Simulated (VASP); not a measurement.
```yaml
crystal:
  lattice:
    - [3.62926, 0.00000, 0.00000]
    - [0.00000, 3.62926, 0.00000]
    - [0.00000, 0.00000, 3.62926]
  atoms:
    - { symbol: Fe, position: [0.00000, 0.00000, 0.00000], spin: 2.9 }
    - { symbol: Ni, position: [0.00000, 0.50000, 0.50000], spin: 0.6 }
    - { symbol: Ni, position: [0.50000, 0.00000, 0.50000], spin: 0.6 }
    - { symbol: Ni, position: [0.50000, 0.50000, 0.00000], spin: 0.6 }
```

Calculation: vdW-DF2, VASP's PBE PAW potentials (set 64) (plane waves; VASP). Settings: 520 eV cut-off, Gaussian smearing of 0.050 eV, potentials Fe Ni.

Problem. What does the run give for the cell moment, band gap (along the path) with the smallest direct gap where there is one?

Solution. 
```json
{
  "band gap (along the path)": "none (metal, semimetal or under 0.01 eV)",
  "cell_moment": "4.60 μB"
}
```

Only differences to runs with the same potentials and settings are physical.

The compound is Ni3Fe in the L1_2 structure. It was relaxed first, which changed the volume by +7 %.
